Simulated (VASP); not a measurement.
Input:

```
CELL_PARAMETERS angstrom
      4.26360     2.13180     2.13180
      2.13180     4.26360     2.13180
      2.13180     2.13180     4.26360
ATOMIC_POSITIONS crystal
  Ni 0.00000 0.00000 0.00000
  Ni 0.50000 0.50000 0.50000
  O  0.25000 0.25000 0.25000
  O  0.75000 0.75000 0.75000
```
Starting moments (μB, in the order of the record's atoms Ni Ni O O): 2.0 -2.0 0.0 0.0.

Calculation: PBE GGA + U (Dudarev), VASP's PBE PAW potentials (set 64) (plane waves; VASP). Run with 520 eV cut-off, 8×8×8 Γ-centred mesh, Gaussian smearing of 0.050 eV, potentials Ni O, U − J: Ni 6.00 eV.

**Question.** What does the run give for the cell moment, energy per atom (σ→0), pressure, band gap (on the k-mesh) with the smallest direct gap where there is one?

**Answer.** 
```yaml
band gap (on the k-mesh): 2.95 eV
smallest direct gap (on the k-mesh): 3.63 eV
cell_moment: 0.00 μB
energy per atom (σ→0): -5.120 eV/atom
pressure: -9.17 GPa
```

**Question.** Give the moment on each site (PAW-sphere projection).

**Answer.** 
| site | moment (μB) |
|---|---|
| Ni1 | 1.75 |
| Ni2 | -1.75 |
| O3 | 0.00 |
| O4 | 0.00 |

Only differences to runs with the same potentials and settings are physical.

The compound is NiO in the rock salt, AFM-II order structure. The cell was not relaxed at this level. The run is one of a series of settings (LDAU = .TRUE., LDAUJ = 0 0, LDAUL = 2 -1, LDAUTYPE = 2, LDAUU = 6.0 0 against the base run), some of them coarse on purpose.
